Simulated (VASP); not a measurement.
Level of theory: PBEsol GGA, VASP's PBE PAW potentials (set 64) (plane waves; VASP).

A VASP calculation is set up with these files.

### KPOINTS
```
Automatic mesh
0
Gamma
9 9 9
0 0 0
```

### POSCAR
```
AlN
1
    0.0000000000     2.1900000000     2.1900000000
    2.1900000000     0.0000000000     2.1900000000
    2.1900000000     2.1900000000     0.0000000000
Al N
1 1
Direct
  0.0000000000   0.0000000000   0.0000000000
  0.7500000000   0.7500000000   0.7500000000
```

INCAR:
```
ALGO = Normal
EDIFF = 1E-6
EDIFFG = -0.01
ENCUT = 530
GGA = PS
IBRION = 2
ISIF = 3
ISMEAR = 0
LASPH = T
LCHARG = F
LREAL = F
LWAVE = F
NELM = 100
NSW = 60
PREC = Accurate
SIGMA = 0.05
SYSTEM = AlN
```

POTCAR, in this order: Al N (PBE.64 set). Program: vasp_std.

The resulting files:

### OSZICAR
```
       N       E                     dE             d eps       ncg     rms          rms(c)
DAV:   1     0.107566366442E+02    0.10757E+02   -0.41901E+03   592   0.853E+02
DAV:   2    -0.172445040750E+02   -0.28001E+02   -0.27081E+02   736   0.147E+02
DAV:   3    -0.178255682550E+02   -0.58106E+00   -0.58106E+00   648   0.274E+01
DAV:   4    -0.178277567286E+02   -0.21885E-02   -0.21885E-02   848   0.158E+00
DAV:   5    -0.178277601152E+02   -0.33866E-05   -0.33866E-05   680   0.453E-02    0.825E+00
DAV:   6    -0.156574130729E+02    0.21703E+01   -0.12354E+01   600   0.225E+01    0.292E+00
DAV:   7    -0.156291652540E+02    0.28248E-01   -0.94001E-02   584   0.317E+00    0.195E+00
DAV:   8    -0.156114717187E+02    0.17694E-01   -0.19346E-02   648   0.182E+00    0.394E-01
DAV:   9    -0.156112192850E+02    0.25243E-03   -0.69814E-04   768   0.220E-01    0.203E-01
DAV:  10    -0.156112679819E+02   -0.48697E-04   -0.99429E-05   648   0.890E-02    0.411E-02
DAV:  11    -0.156112669590E+02    0.10229E-05   -0.94243E-07   608   0.106E-02    0.957E-03
DAV:  12    -0.156112670870E+02   -0.12791E-06   -0.10522E-07   320   0.372E-03
   1 F= -.15611267E+02 E0= -.15611267E+02  d E =-.156113E+02
       N       E                     dE             d eps       ncg     rms          rms(c)
DAV:   1    -0.156115186193E+02   -0.25166E-03   -0.62149E-03   560   0.731E-01    0.107E-01
DAV:   2    -0.156112786910E+02    0.23993E-03   -0.14283E-03   584   0.258E-01    0.244E-02
DAV:   3    -0.156112759471E+02    0.27440E-05   -0.18542E-05   672   0.471E-02    0.856E-03
DAV:   4    -0.156112744745E+02    0.14725E-05   -0.79532E-07   384   0.785E-03    0.378E-03
DAV:   5    -0.156112743896E+02    0.84936E-07   -0.22122E-07   288   0.424E-03
   2 F= -.15611274E+02 E0= -.15611274E+02  d E =-.730265E-05
       N       E                     dE             d eps       ncg     rms          rms(c)
DAV:   1    -0.156113632078E+02   -0.88733E-04   -0.14255E-03   560   0.349E-01    0.517E-02
DAV:   2    -0.156113068774E+02    0.56330E-04   -0.32950E-04   592   0.124E-01    0.122E-02
DAV:   3    -0.156113063528E+02    0.52455E-06   -0.42166E-06   640   0.225E-02
   3 F= -.15611306E+02 E0= -.15611306E+02  d E =-.392659E-04
```

File OUTCAR:
```
------------------------ aborting loop because EDIFF is reached ----------------------------------------
  FORCE on cell =-STRESS in cart. coord.  units (eV):
  Direction    XX          YY          ZZ          XY          YZ          ZX
  --------------------------------------------------------------------------------------
  Total        0.0006572      0.0006572      0.0006572      0.0000000      0.0000000      0.0000000
  in kB        0.0502054      0.0502054      0.0502054      0.0000000      0.0000000      0.0000000
  external PRESSURE =       0.0502054 kB  Pullay stress =       0.0000000 kB
  volume of cell :       20.97
      direct lattice vectors                 reciprocal lattice vectors
    -0.000000000  2.188760958  2.188760958    -0.228439747  0.228439747  0.228439747
     2.188760958  0.000000000  2.188760958     0.228439747 -0.228439747  0.228439747
     2.188760958  2.188760958 -0.000000000     0.228439747  0.228439747 -0.228439747
  FREE ENERGIE OF THE ION-ELECTRON SYSTEM (eV)
  ---------------------------------------------------
  free  energy   TOTEN  =       -15.6113063528 eV

  energy  without entropy=      -15.6113063528  energy(sigma->0) =      -15.61130635

 reached required accuracy - stopping structural energy minimisation
```
(Selected blocks of OUTCAR.)

File CONTCAR:
```
AlN
   1.00000000000000
    -0.0000000000000000    2.1887609577915081    2.1887609577915081
     2.1887609577915081    0.0000000000000000    2.1887609577915081
     2.1887609577915081    2.1887609577915081   -0.0000000000000000
  Al              N
     1     1
Direct
     0.0000000000000000    0.0000000000000000    0.0000000000000000
     0.7500000000000000    0.7500000000000000    0.7500000000000000
```

**OUTCAR**
```
 val. band max:        5.8166870231   @ k =   0.0000   0.0000   0.0000

 cond. band min:       9.1844058850   @ k =   0.4444   0.4444   0.0000


 Fermi energy:         6.0764974363

 k-point     1 :       0.0000    0.0000    0.0000
  band No.  band energies     occupation
      1      -9.1037      2.00000
      2       5.8167      2.00000
      3       5.8167      2.00000
      4       5.8167      2.00000
      5       9.8917      0.00000
      6      18.2213      0.00000
      7      18.2213      0.00000
      8      18.2213      0.00000

 k-point     2 :       0.1111    0.0000    0.0000
  band No.  band energies     occupation
      1      -8.9229      2.00000
      2       4.8360      2.00000
      3       5.7533      2.00000
      4       5.7533      2.00000
      5      10.6809      0.00000
      6      17.7510      0.00000
      7      18.3742      0.00000
      8      18.3742      0.00000

 k-point     3 :       0.2222    0.0000    0.0000
  band No.  band energies     occupation
      1      -8.4150      2.00000
      2       3.0061      2.00000
      3       5.6021      2.00000
      4       5.6021      2.00000
      5      11.8987      0.00000
      6      16.8489      0.00000
      7      18.1693      0.00000
      8      18.1693      0.00000

 k-point     4 :       0.3333    0.0000    0.0000
  band No.  band energies     occupation
      1      -7.7119      2.00000
      2       1.2450      2.00000
      3       5.4442      2.00000
      4       5.4442      2.00000
      5      12.6877      0.00000
      6      16.0672      0.00000
      7      17.3953      0.00000
      8      17.3953      0.00000

 k-point     5 :       0.4444    0.0000    0.0000
  band No.  band energies     occupation
      1      -7.1308      2.00000
      2       0.0956      2.00000
      3       5.3481      2.00000
      4       5.3481      2.00000
      5      13.0079      0.00000
      6      15.6020      0.00000
      7      16.8795      0.00000
...
```

The compound is AlN in the zinc blende structure, a metastable form; wurtzite is the usual one. This run relaxes it. Symmetry was kept, so distortions that lower it aren't found.
